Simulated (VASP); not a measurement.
**CoSi2: Co into a neighbouring Co vacancy**

Wanted: the minimum-energy path in CoSi2 for this move: Co into a neighbouring Co vacancy. The start is a cell from a database of measured crystal structures.

Method: LDA, spin-polarised from a ferromagnetic start (one magnetic atom a cell); plane waves and PAW (Co, Si), in the first sound run; inputs show where later runs differ, in VASP 6.6.1.

Most raw output is cut from this account.

The database entry behind the starting cell differs from later determinations by our own check (0.1 to 0.3 % short, probably kX units), so it need not match the best structure at ambient conditions.

### Step 1. The host crystal

The structure is cubic, space group Fm-3m (No. 225). Conventional cell: a = 5.356 Å, b = 5.356 Å, c = 5.356 Å, α = 90.00°, β = 90.00°, γ = 90.00°. Co has 8 Si at 2.32 Å nearest. Si has 4 Co at 2.32 Å nearest. Farther neighbours are not listed.

As a file:

```xyz
3
Lattice="0.0000 2.6780 2.6780 2.6780 0.0000 2.6780 2.6780 2.6780 0.0000" Properties=species:S:1:pos:R:3 pbc="T T T"
Co    0.0000    0.0000    0.0000
Si    4.0170    4.0170    4.0170
Si    1.3390    1.3390    1.3390
```

### Step 2. Relax the host

First cell and atoms are relaxed at a raised cutoff, so that later runs start from this functional's own cell.

INCAR reads:

```
SYSTEM = CoSi2
PREC = Accurate
ENCUT = 350
EDIFF = 1E-06
NELM = 120
ISMEAR = 0
SIGMA = 0.1
LREAL = .FALSE.
ALGO = Normal
GGA = CA
NBANDS = 18
ISPIN = 2
MAGMOM = 2 0 0
LASPH = .TRUE.
LMAXMIX = 4
LORBIT = 11
LWAVE = .FALSE.
LCHARG = .FALSE.
KPAR = 3
IBRION = 2
NSW = 40
ISIF = 3
EDIFFG = -0.02
POTIM = 0.4
```

POSCAR reads:

```
CoSi2
1.0
    0.0000000000      2.6780000000      2.6780000000
    2.6780000000      0.0000000000      2.6780000000
    2.6780000000      2.6780000000      0.0000000000
Co Si
1 2
Direct
    0.0000000000      0.0000000000      0.0000000000
    0.7500000000      0.7500000000      0.7500000000
    0.2500000000      0.2500000000      0.2500000000
```

KPOINTS reads:

```
Automatic mesh
0
Gamma
6 6 6
0 0 0
```

The projector-augmented-wave data sets are Co and Si (LDA family, release 64).

The run is started by

```console
mpirun -np 3 vasp_std
```

It took 5.6 s on 3 MPI ranks of AMD EPYC 9R45, shared host; peak memory 0.33 GiB.

The moments of the start collapse, so the state is non-magnetic; other starts or orders were not tried. The k-mesh is coarse for a metal. The run keeps the 48 symmetry operations of its start, so it cannot find a distortion of lower symmetry.

The steps of the relaxation:

```csv
step,energy less that of the first step (eV),largest force (eV/Å),pressure (GPa),volume (Å³)
1,0.0000,0.0000,-8.40,38.41
2,-0.0221,0.0000,7.14,35.50
3,-0.0476,0.0000,-0.09,36.68
```

| conventional cell, symmetrised | before | after | change |
| --- | --- | --- | --- |
| a (Å) | 5.356 | 5.274 | -1.5 % |
| b (Å) | 5.356 | 5.274 | -1.5 % |
| c (Å) | 5.356 | 5.274 | -1.5 % |
| volume (Å³/atom) | 12.80 | 12.23 | -4.5 % |

The relaxed structure:

```
Co Si
1.0
     0.00000    2.63721    2.63721
     2.63721    0.00000    2.63721
     2.63721    2.63721    0.00000
Co Si
1 2
Direct
  0.00000 0.00000 0.00000
  0.75000 0.75000 0.75000
  0.25000 0.25000 0.25000
```

This step gave:

- electronic cycles: 30
- electrons: 17
- free energy (TOTEN): -21.93 eV
- energy at zero smearing: -21.92 eV
- Fermi energy: 10.79 eV
- labelled metallic, from the levels on this mesh: yes

The spin moment in the PAW sphere vanishes on all atoms.

The run ended after 3 ionic steps, 0.048 eV below its first step, once forces and stress met EDIFFG = -0.02.

### Step 3. Relax the start

This step: LDA, spin-polarised from a ferromagnetic start; plane waves and PAW (Co, Si) (VASP 6.6.1).

System of this step: Co7Si16. The cell holds 23 atoms: 7 Co and 16 Si. Its edges and angles: a = 7.459 Å, b = 7.459 Å, c = 7.459 Å, α = 60.0°, β = 60.0°, γ = 60.0°. It derives from CoSi2. Nearest the centre at fractional (0.000, 0.000, 0.250): Si16 at 1.31 Å, Si14 at 1.33 Å, Co1 at 1.88 Å, Si11 at 2.91 Å, Si19 at 2.92 Å, Si10 at 2.95 Å, Si21 at 2.96 Å, Si18 at 2.97 Å.

A path needs two true minima; the start is relaxed with symmetry off.

INCAR reads:

```
SYSTEM = Co7Si16
PREC = Normal
ENCUT = 280
EDIFF = 1E-05
NELM = 120
ISMEAR = 1
SIGMA = 0.15
LREAL = Auto
ALGO = Fast
GGA = CA
NBANDS = 107
ISPIN = 2
MAGMOM = 2 2 2 2 2 2 2 0 0 0 0 0 0 0 0 0 0 0 0 0 0 0 0
LASPH = .TRUE.
LMAXMIX = 4
LORBIT = 11
LWAVE = .FALSE.
LCHARG = .FALSE.
KPAR = 3
IBRION = 2
NSW = 60
ISIF = 2
EDIFFG = -0.05
POTIM = 0.4
MAXMIX = 40
ISYM = 0
```

POSCAR reads:

```
Co7Si16
1.0
    0.0000000000      5.2744270254      5.2744270254
    5.2744270254      0.0000000000      5.2744270254
    5.2744270254      5.2744270254      0.0000000000
Co Si
7 16
Direct
    0.0015290211     -0.0002760430      0.5015864572
    0.0050335092      0.4966590901     -0.0016005074
    0.0028110044      0.4985714108      0.4993925264
    0.5005327645      0.0015403062     -0.0004249907
    0.5001733360     -0.0020014751      0.4992089288
    0.4983854533      0.5005055854      0.0017651682
    0.5010102678      0.4990206063      0.4980144898
    0.3798846842      0.3739326947      0.3750222519
    0.3762273886      0.3731098964      0.8666096979
    0.3766175318      0.8742065271      0.3741925770
    0.3681604618      0.8804077049      0.8776228877
    0.8736102657      0.3789039918      0.3788419552
    0.8731673762      0.3774676302      0.8705833188
    0.8711709721      0.8762383136      0.3741750548
    0.8731590836      0.8764682884      0.8732585306
    0.1239265404      0.1241536619      0.1262083984
    0.1261721978      0.1250444208      0.6272070013
    0.1269877846      0.6211108145      0.1257865538
    0.1230348940      0.6304326569      0.6229010156
    0.6220753507      0.1267343798      0.1231895420
    0.6235524512      0.1227232083      0.6274819411
    0.6265929843      0.6216371566      0.1241638165
    0.6228674964      0.6208804980      0.6300125113
```

KPOINTS reads:

```
Automatic mesh
0
Gamma
3 3 3
0 0 0
```

The run is started by

```console
mpirun -np 3 vasp_std
```

It took 2.9 min on 3 MPI ranks; peak memory 1 GiB.

Step by step:

```csv
step,energy less that of the first step (eV),largest force (eV/Å)
1,0.0000,0.5665
2,-0.0774,0.2817
3,-0.0961,0.2216
4,-0.0962,0.2400
5,-0.1144,0.1293
6,-0.1201,0.0850
7,-0.1202,0.0793
8,-0.1231,0.0510
9,-0.1237,0.0449
```

The atoms that moved most (Å):

| atom | dx | dy | dz | length |
| --- | --- | --- | --- | --- |
| Si13 | -0.009 | 0.047 | -0.024 | 0.054 |
| Si9 | 0.042 | 0.030 | 0.008 | 0.052 |
| Si18 | 0.030 | -0.034 | 0.022 | 0.051 |
| Si20 | -0.020 | 0.041 | 0.019 | 0.049 |
| Si15 | 0.023 | 0.039 | 0.018 | 0.049 |
| Si12 | -0.038 | -0.019 | -0.016 | 0.045 |
| Si14 | -0.021 | 0.003 | 0.038 | 0.044 |
| Si23 | -0.013 | -0.023 | 0.030 | 0.040 |

The relaxed structure:

```cif
data_structure
_symmetry_space_group_name_H-M 'P 1'
_symmetry_Int_Tables_number 1
_cell_length_a 7.4592
_cell_length_b 7.4592
_cell_length_c 7.4592
_cell_angle_alpha 60.000
_cell_angle_beta 60.000
_cell_angle_gamma 60.000
_cell_volume 293.46
loop_
_atom_site_label
_atom_site_type_symbol
_atom_site_fract_x
_atom_site_fract_y
_atom_site_fract_z
_atom_site_occupancy
Co1 Co 0.99991 0.99998 0.50073 1
Co2 Co 0.00013 0.49967 0.99936 1
Co3 Co 0.00015 0.50053 0.49966 1
Co4 Co 0.49947 0.99954 0.99989 1
Co5 Co 0.49975 0.99982 0.50021 1
Co6 Co 0.49991 0.49969 0.99942 1
Co7 Co 0.50101 0.49961 0.49889 1
Si8 Si 0.37541 0.37525 0.37521 1
Si9 Si 0.37587 0.37504 0.87259 1
Si10 Si 0.37534 0.87349 0.37536 1
Si11 Si 0.36752 0.87655 0.87749 1
Si12 Si 0.87391 0.37558 0.37495 1
Si13 Si 0.87625 0.36985 0.87647 1
Si14 Si 0.87703 0.87757 0.36882 1
Si15 Si 0.87643 0.87666 0.87740 1
Si16 Si 0.12283 0.12303 0.12337 1
Si17 Si 0.12242 0.12372 0.63123 1
Si18 Si 0.12306 0.62929 0.12323 1
Si19 Si 0.12729 0.62458 0.62384 1
Si20 Si 0.62959 0.12277 0.12339 1
Si21 Si 0.62445 0.12604 0.62447 1
Si22 Si 0.62425 0.62449 0.12541 1
Si23 Si 0.62472 0.62471 0.62380 1
```

This step gave:

```yaml
electronic_cycles: 62
electrons: 127
free_energy_toten: -164.2160 eV
energy_at_zero_smearing: -164.2123 eV
fermi_energy: 10.40 eV
```

The spin moment in the PAW sphere vanishes on all atoms.

The run ended after 9 ionic steps, 0.124 eV below its first step, once the forces on the free atoms met EDIFFG = -0.05.

### Step 4. Relax the end

The end state is relaxed in the same way, so that both ends share their errors.

INCAR is that of step 3.

POSCAR reads:

```
Co7Si16
1.0
    0.0000000000      5.2744270254      5.2744270254
    5.2744270254      0.0000000000      5.2744270254
    5.2744270254      5.2744270254      0.0000000000
Co Si
7 16
Direct
    0.0012754599     -0.0024036463      0.0033682558
    0.0034439853      0.4975170537     -0.0005915662
   -0.0051624888      0.4995436102      0.5038534719
    0.5008332781      0.0021066577     -0.0025238054
    0.4942749323      0.0011931514      0.4995410813
    0.4983993192      0.4991729541      0.0041782689
    0.5017348362      0.5000412973      0.4999547257
    0.3736451895      0.3759952327      0.3773273735
    0.3732249002      0.3682401280      0.8807783509
    0.3726230716      0.8719721746      0.3775020609
    0.3747693592      0.8785009289      0.8727610607
    0.8788176449      0.3758040651      0.3737197046
    0.8697426150      0.3745152689      0.8769367546
    0.8701592064      0.8772298372      0.3794187868
    0.8759792037      0.8772520184      0.8732949873
    0.1236069419      0.1236834568      0.1264451949
    0.1234120638      0.1291129098      0.6226676366
    0.1145441671      0.6261041850      0.1296744048
    0.1267634033      0.6194412087      0.6328979222
    0.6268939367      0.1199181470      0.1253393634
    0.6263080285      0.1257092601      0.6223719514
    0.6259605820      0.6233700249      0.1250931167
    0.6241931734      0.6222030241      0.6245940835
```

KPOINTS is that of step 3.

The run is started by

```console
mpirun -np 3 vasp_std
```

It took 3.1 min on 3 MPI ranks; peak memory 1 GiB.

Step by step:

```
step  energy less that of the first step (eV)  largest force (eV/Å)
   1                                   0.0000                0.7189
   2                                  -0.0968                0.3381
   3                                  -0.1143                0.2184
   4                                  -0.1294                0.1619
   5                                  -0.1358                0.1038
   6                                  -0.1359                0.0982
   7                                  -0.1383                0.0585
   8                                  -0.1386                0.0459
```

The atoms that moved most (Å):

| atom | dx | dy | dz | length |
| --- | --- | --- | --- | --- |
| Si19 | 0.006 | -0.058 | 0.031 | 0.066 |
| Si18 | -0.023 | 0.037 | 0.044 | 0.062 |
| Si12 | -0.009 | 0.014 | -0.047 | 0.050 |
| Si17 | -0.015 | -0.004 | -0.043 | 0.046 |
| Si9 | 0.007 | -0.012 | 0.043 | 0.046 |
| Si20 | 0.032 | -0.020 | 0.012 | 0.040 |
| Si11 | -0.009 | 0.015 | -0.032 | 0.037 |
| Si23 | 0.033 | 0.009 | 0.002 | 0.035 |

The relaxed structure:

```cif
data_structure
_symmetry_space_group_name_H-M 'P 1'
_symmetry_Int_Tables_number 1
_cell_length_a 7.4592
_cell_length_b 7.4592
_cell_length_c 7.4592
_cell_angle_alpha 60.000
_cell_angle_beta 60.000
_cell_angle_gamma 60.000
_cell_volume 293.46
loop_
_atom_site_label
_atom_site_type_symbol
_atom_site_fract_x
_atom_site_fract_y
_atom_site_fract_z
_atom_site_occupancy
Co1 Co 0.99844 0.99979 0.00217 1
Co2 Co 0.99999 0.49821 0.00221 1
Co3 Co 0.99745 0.50150 0.50256 1
Co4 Co 0.50177 0.99831 0.99864 1
Co5 Co 0.49621 0.99999 0.50068 1
Co6 Co 0.49781 0.49959 0.00217 1
Co7 Co 0.50023 0.49850 0.50067 1
Si8 Si 0.37333 0.37523 0.37520 1
Si9 Si 0.37543 0.37423 0.87621 1
Si10 Si 0.36839 0.87580 0.37667 1
Si11 Si 0.37398 0.87315 0.87634 1
Si12 Si 0.87649 0.36913 0.37862 1
Si13 Si 0.87100 0.37549 0.87828 1
Si14 Si 0.87470 0.87765 0.37854 1
Si15 Si 0.87810 0.87547 0.86913 1
Si16 Si 0.12384 0.12177 0.13161 1
Si17 Si 0.12038 0.12393 0.62494 1
Si18 Si 0.12440 0.62458 0.12685 1
Si19 Si 0.12359 0.62844 0.62511 1
Si20 Si 0.62306 0.12599 0.12535 1
Si21 Si 0.63044 0.12162 0.62281 1
Si22 Si 0.62426 0.62321 0.12540 1
Si23 Si 0.62215 0.62466 0.62842 1
```

This step gave:

* electronic cycles: 60
* free energy (TOTEN): -164.2150 eV
* energy at zero smearing: -164.2113 eV

The run ended after 8 ionic steps, 0.139 eV below its first step, once the forces on the free atoms met EDIFFG = -0.05.

### Step 5. Nudged elastic band

Images on a straight line between the ends relax across the path, while springs keep them spaced along it.

INCAR, as its differences from that of step 4:

```diff
@@ -15,12 +15,12 @@
 LMAXMIX = 4
-LORBIT = 11
 LWAVE = .FALSE.
 LCHARG = .FALSE.
-KPAR = 3
-IBRION = 2
+IMAGES = 3
+SPRING = -5
+IBRION = 3
+POTIM = 0.15
 NSW = 60
-ISIF = 2
 EDIFFG = -0.05
-POTIM = 0.4
-MAXMIX = 40
 ISYM = 0
+ISIF = 0
+SMASS = 1
```

POSCAR reads:

```
Co7Si16
1.0
    0.0000000000      5.2744270254      5.2744270254
    5.2744270254      0.0000000000      5.2744270254
    5.2744270254      5.2744270254      0.0000000000
Co Si
7 16
Direct
    0.9999053368      0.9999798404      0.5007251062
    0.0001266625      0.4996737602      0.9993561548
    0.0001459701      0.5005321024      0.4996629104
    0.4994666763      0.9995368958      0.9998890571
    0.4997481940      0.9998208959      0.5002149569
    0.4999084941      0.4996918484      0.9994165506
    0.5010089465      0.4996094509      0.4988944900
    0.3754055727      0.3752451543      0.3752111015
    0.3758691225      0.3750446593      0.8725922716
    0.3753420042      0.8734915405      0.3753607957
    0.3675209024      0.8765534792      0.8774854288
    0.8739117096      0.3755753376      0.3749535496
    0.8762511332      0.3698537895      0.8764749893
    0.8770287553      0.8775726233      0.3688184341
    0.8764254140      0.8766553289      0.8774021697
    0.1228295285      0.1230269448      0.1233729082
    0.1224221402      0.1237224191      0.6312338213
    0.1230643761      0.6292932876      0.1232288273
    0.1272934186      0.6245809048      0.6238359419
    0.6295872153      0.1227714676      0.1233897527
    0.6244491974      0.1260360681      0.6244684803
    0.6242510585      0.6244907521      0.1254112965
    0.6247209908      0.6247127740      0.6238001317
```

KPOINTS is that of step 4.

00/POSCAR reads:

```
Co7Si16
1.0
    0.0000000000      5.2744270254      5.2744270254
    5.2744270254      0.0000000000      5.2744270254
    5.2744270254      5.2744270254      0.0000000000
Co Si
7 16
Direct
    0.9999053368      0.9999798404      0.5007251062
    0.0001266625      0.4996737602      0.9993561548
    0.0001459701      0.5005321024      0.4996629104
    0.4994666763      0.9995368958      0.9998890571
    0.4997481940      0.9998208959      0.5002149569
    0.4999084941      0.4996918484      0.9994165506
    0.5010089465      0.4996094509      0.4988944900
    0.3754055727      0.3752451543      0.3752111015
    0.3758691225      0.3750446593      0.8725922716
    0.3753420042      0.8734915405      0.3753607957
    0.3675209024      0.8765534792      0.8774854288
    0.8739117096      0.3755753376      0.3749535496
    0.8762511332      0.3698537895      0.8764749893
    0.8770287553      0.8775726233      0.3688184341
    0.8764254140      0.8766553289      0.8774021697
    0.1228295285      0.1230269448      0.1233729082
    0.1224221402      0.1237224191      0.6312338213
    0.1230643761      0.6292932876      0.1232288273
    0.1272934186      0.6245809048      0.6238359419
    0.6295872153      0.1227714676      0.1233897527
    0.6244491974      0.1260360681      0.6244684803
    0.6242510585      0.6244907521      0.1254112965
    0.6247209908      0.6247127740      0.6238001317
```

01/POSCAR reads:

```
Co7Si16
1.0
    0.0000000000      5.2744270254      5.2744270254
    5.2744270254      0.0000000000      5.2744270254
    5.2744270254      5.2744270254      0.0000000000
Co Si
7 16
Direct
    0.9995395676      0.9999314788      0.3760866224
    0.0000923910      0.4993066102      1.0000697340
   -0.0005275468      0.5007753209      0.5003872342
    0.5000422778      0.9992300173      0.9995776345
    0.4988639511      0.9998625129      0.5003322599
    0.4993831042      0.4996655327      1.0001055224
    0.5008150607      0.4993318741      0.4993395490
    0.3748854568      0.3752417254      0.3752071694
    0.3757601848      0.3748403893      0.8734956450
    0.3736037583      0.8740674636      0.3756883714
    0.3691348666      0.8757022486      0.8771984523
    0.8745570450      0.3739629132      0.3758701362
    0.8749377796      0.3712637470      0.8769255567
    0.8764473906      0.8775921980      0.3712493375
    0.8768450368      0.8763593884      0.8753352293
    0.1230814275      0.1227126026      0.1254310438
    0.1219108554      0.1237742615      0.6296614862
    0.1233978347      0.6281141533      0.1241350905
    0.1263667595      0.6255463212      0.6241556997
    0.6279563049      0.1235761934      0.1238808228
    0.6259471754      0.1249321909      0.6240533491
    0.6242526993      0.6241714678      0.1254081298
    0.6240794364      0.6246986194      0.6249560648
```

02/POSCAR reads:

```
Co7Si16
1.0
    0.0000000000      5.2744270254      5.2744270254
    5.2744270254      0.0000000000      5.2744270254
    5.2744270254      5.2744270254      0.0000000000
Co Si
7 16
Direct
    0.9991737983      0.9998831173      0.2514481385
    0.0000581195      0.4989394603      1.0007833133
   -0.0012010638      0.5010185394      0.5011115580
    0.5006178794      0.9989231388      0.9992662119
    0.4979797082      0.9999041298      0.5004495628
    0.4988577142      0.4996392170      1.0007944942
    0.5006211748      0.4990542973      0.4997846081
    0.3743653410      0.3752382964      0.3752032372
    0.3756512472      0.3746361194      0.8743990184
    0.3718655123      0.8746433867      0.3760159472
    0.3707488308      0.8748510181      0.8769114758
    0.8752023804      0.3723504888      0.3767867227
    0.8736244259      0.3726737046      0.8773761240
    0.8758660258      0.8776117727      0.3736802408
    0.8772646596      0.8760634480      0.8732682890
    0.1233333266      0.1223982604      0.1274891795
    0.1213995706      0.1238261038      0.6280891510
    0.1237312934      0.6269350189      0.1250413538
    0.1254401004      0.6265117377      0.6244754575
    0.6263253944      0.1243809191      0.1243718930
    0.6274451534      0.1238283136      0.6236382178
    0.6242543402      0.6238521834      0.1254049631
    0.6234378819      0.6246844649      0.6261119978
```

03/POSCAR reads:

```
Co7Si16
1.0
    0.0000000000      5.2744270254      5.2744270254
    5.2744270254      0.0000000000      5.2744270254
    5.2744270254      5.2744270254      0.0000000000
Co Si
7 16
Direct
    0.9988080290      0.9998347558      0.1268096546
    0.0000238480      0.4985723104      1.0014968926
   -0.0018745807      0.5012617578      0.5018358817
    0.5011934809      0.9986162603      0.9989547893
    0.4970954652      0.9999457468      0.5005668658
    0.4983323242      0.4996129013      1.0014834660
    0.5004272890      0.4987767205      0.5002296671
    0.3738452251      0.3752348674      0.3751993051
    0.3755423095      0.3744318494      0.8753023919
    0.3701272664      0.8752193098      0.3763435230
    0.3723627950      0.8739997876      0.8766244992
    0.8758477158      0.3707380644      0.3777033092
    0.8723110722      0.3740836622      0.8778266914
    0.8752846611      0.8776313474      0.3761111442
    0.8776842825      0.8757675076      0.8712013486
    0.1235852256      0.1220839181      0.1295473152
    0.1208882859      0.1238779462      0.6265168159
    0.1240647520      0.6257558846      0.1259476170
    0.1245134413      0.6274771541      0.6247952153
    0.6246944840      0.1251856448      0.1248629632
    0.6289431313      0.1227244364      0.6232230866
    0.6242559810      0.6235328990      0.1254017964
    0.6227963275      0.6246703103      0.6272679309
```

04/POSCAR reads:

```
Co7Si16
1.0
    0.0000000000      5.2744270254      5.2744270254
    5.2744270254      0.0000000000      5.2744270254
    5.2744270254      5.2744270254      0.0000000000
Co Si
7 16
Direct
    0.9984422598      0.9997863942      0.0021711708
   -0.0000104235      0.4982051604      1.0022104718
   -0.0025480977      0.5015049763      0.5025602055
    0.5017690825      0.9983093818      0.9986433667
    0.4962112223      0.9999873638      0.5006841688
    0.4978069343      0.4995865856      1.0021724378
    0.5002334032      0.4984991437      0.5006747262
    0.3733251092      0.3752314385      0.3751953730
    0.3754333718      0.3742275794      0.8762057653
    0.3683890204      0.8757952329      0.3766710987
    0.3739767592      0.8731485570      0.8763375227
    0.8764930512      0.3691256400      0.3786198958
    0.8709977186      0.3754936197      0.8782772588
    0.8747032964      0.8776509221      0.3785420476
    0.8781039053      0.8754715671      0.8691344082
    0.1238371246      0.1217695759      0.1316054508
    0.1203770011      0.1239297886      0.6249444808
    0.1243982106      0.6245767502      0.1268538802
    0.1235867822      0.6284425706      0.6251149731
    0.6230635736      0.1259903706      0.1253540333
    0.6304411093      0.1216205591      0.6228079554
    0.6242576218      0.6232136147      0.1253986297
    0.6221547731      0.6246561557      0.6284238640
```

The run is started by

```console
mpirun -np 3 vasp_std
```

Run time: 69 min. Hardware: 3 MPI ranks; peak memory 0.94 GiB.

The band used up its steps before its forces met the threshold, so no barrier is taken from it.

### Step 6. What came out

* result: none

**Reading.** The session ends without its result: «nudged elastic band» used up its steps.

[Lines on the potential files, build, host, timing and source positions are cut from VASP's logs without a mark.]

[Logs are printed without paths, hosts, clocks, repeated set-up lines and the standing remarks that a program may print on its own settings, such as how far it seeks lower states.]

[Hosts, paths, dates, database ids (printed as entryN), source tags and the programs' standing remarks are cut or masked in the printed files.]

[Runs that stopped without an error message from VASP are left out.]
